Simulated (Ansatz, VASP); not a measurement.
LiScBH4: VASP beside Ansatz

```xyz
7
Lattice="0.0000 3.4465 3.4465 3.4465 0.0000 3.4465 3.4465 3.4465 0.0000" Properties=species:S:1:pos:R:3 pbc="T T T"
Li    0.0000    0.0000    0.0000
Sc    5.1698    5.1698    5.1698
B     1.7233    1.7233    1.7233
H     1.0077    1.0077    1.0077
H     2.4388    2.4388    1.0077
H     2.4388    1.0077    2.4388
H     1.0077    2.4388    2.4388
```

Alike in both runs: task relaxation of cell and atoms; functional PBE; k mesh 10 × 10 × 10; occupations gaussian, width 0.1 eV; no spin polarisation.

|  | VASP | Ansatz |
| --- | --- | --- |
| version | VASP 6.6.1 | Ansatz 0.2.0 |
| potentials or method | VASP PAW PBE potentials, release 64 (Li_sv, Sc_sv, B, H) | scalar-relativistic, plane waves, PAW |
| plane-wave cutoff (eV) | 600 | 420 |
| valence electrons in the cell | 21 | 21 |

|  | VASP | Ansatz | Ansatz less VASP |
| --- | --- | --- | --- |
| gap on the k mesh at the Fermi level, each at its own relaxed structure (eV) | none | none | - |
| relaxed volume (Å³/atom) | 11.70 | 11.70 | +0.001 |
| relaxed cell length with the largest relative difference (Å) | 4.874 | 4.874 | +0.0001 |

A gap of «none» marks a metal or a gap that the smearing closes.

Caveats: the cutoff is under 1.25 times the usual one of these potentials, so pressure, stress and relaxed cells hold a basis-set (Pulay) error (VASP).
